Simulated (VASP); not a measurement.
Given:

```
SnTe
1.0
    0.00000     3.17729     3.17729
    3.17729     0.00000     3.17729
    3.17729     3.17729     0.00000
Sn Te
1 1
Direct
  0.00000   0.00000   0.00000
  0.50000   0.50000   0.50000
```

The numbers are results of PBE GGA with D3 dispersion (zero damping), VASP's PBE PAW potentials (set 64) (plane waves; VASP), not measurements. Settings: 520 eV cut-off, 8×8×8 Γ-centred mesh, tetrahedra with Blöchl corrections, potentials Sn_d Te.

Unless said otherwise, spin-orbit coupling is left out, though it shifts the bands of the heavy elements here.

### Question
Predict the energy per atom (σ→0), band gap (on the k-mesh) with the smallest direct gap where there is one.

### Answer

| Property | Value |
|---|---|
| band gap (on the k-mesh) | 0.02 eV |
| smallest direct gap (on the k-mesh) | 0.02 eV |
| energy per atom (σ→0) | -4.021 eV/atom |

Total energies compare only between runs with the same potentials, cut-off and functional.

The compound is SnTe in the rock salt structure, which distorts at low temperature. It was relaxed first.
